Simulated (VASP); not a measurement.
```yaml
crystal:
  lattice:
    - [5.42182, 0.00000, 0.00000]
    - [0.00000, 5.42182, 0.00000]
    - [0.00000, 0.00000, 5.42182]
  atoms:
    - { symbol: Na, position: [0.00000, 0.00000, 0.00000] }
    - { symbol: Sr, position: [0.50000, 0.50000, 0.50000] }
    - { symbol: Cl, position: [0.00000, 0.50000, 0.50000] }
    - { symbol: Cl, position: [0.50000, 0.50000, 0.00000] }
    - { symbol: Cl, position: [0.50000, 0.00000, 0.50000] }
```

Method: RPBE GGA, VASP's PBE PAW potentials (set 64) (plane waves; VASP). Settings: 400 eV cut-off, 4×4×4 Γ-centred mesh, Gaussian smearing of 0.050 eV, potentials Na_pv Sr_sv Cl.

Task: Give the stress tensor in GPa (positive for a compressed cell).

Result: 
```
4.76  0.00  0.00
0.00  4.76  0.00
0.00  0.00  4.76
```
The pressure is its mean diagonal, 4.76 GPa.

The structure was generated: NaSrCl3 was put into the cubic-perovskite type (Pm-3m), which need not be its known phase. The cell was not relaxed at this level. The run is one of a series of settings (GGA = RP against the base run), some of them coarse on purpose.
